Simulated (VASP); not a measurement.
Given:

```xyz
2
Lattice="3.1270 0.0000 0.0000 0.0000 3.1270 0.0000 0.0000 0.0000 3.1270" Properties=species:S:1:pos:R:3 pbc="T T T"
Zn     1.5635     1.5635     1.5635
Au     0.0000     0.0000     0.0000
```

Calculation: PBEsol GGA, VASP's PBE PAW potentials (set 64) (plane waves; VASP). Run with 400 eV cut-off, 11×11×11 Γ-centred mesh, first-order Methfessel-Paxton smearing of 0.10 eV, potentials Zn Au.

Unless said otherwise, spin-orbit coupling is left out, though it shifts the bands of the heavy elements here.

Task: Predict the energy per atom (σ→0), band gap (on the k-mesh) with the smallest direct gap where there is one.

Result: 
```yaml
band gap (on the k-mesh): none (metal, semimetal or under 0.01 eV)
energy per atom (σ→0): -2.975 eV/atom
```

Total energies compare only between runs with the same potentials, cut-off and functional.

The compound is AuZn in the CsCl type structure. It was relaxed first. The start is the result of an earlier pass. The electron count is odd and the run is not spin-polarised, which forces a metal.
